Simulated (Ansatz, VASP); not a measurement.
## TiPd3 in VASP and in Ansatz

```
Ti Pd
1.0
     3.82000   -0.03820   -0.03820
    -0.03820    3.82000   -0.03820
    -0.03820   -0.03820    3.82000
Ti Pd
1 3
Direct
  0.00000 0.00000 0.00000
  0.00000 0.50000 0.50000
  0.50000 0.00000 0.50000
  0.50000 0.50000 0.00000
```

Change from the starting cell: equal xy, yz and zx shear strains of -2 %, crystal datasets.

Alike in both runs: task electric field gradients; functional LDA; k mesh 11 × 11 × 11; occupations fermi-dirac, width 0.05 eV; no spin polarisation.

```csv
,VASP,Ansatz
version,VASP 6.6.1,Ansatz 0.2.0
potentials or method,"VASP PAW LDA potentials, release 64 (Ti_sv, Pd), cutoff 520 eV","all-electron PAW with datasets made for the crystal, scalar-relativistic"
```

VASP gave:

* pressure (GPa): 3.1
* largest component of the traceless stress (GPa): 2.76
* Vzz of the field gradient on the site that differs most (V/Å²): -65.1

Q: Estimate Ansatz's values.

A: Pressure (GPa): 2.7; largest component of the traceless stress (GPa): 2.76; Vzz of the field gradient on the site that differs most (V/Å²): -82.5.

Ansatz ran all-electron here, so the differences hold the error of VASP's frozen core and of both bases. Ansatz warned: «band_levels_unverified».
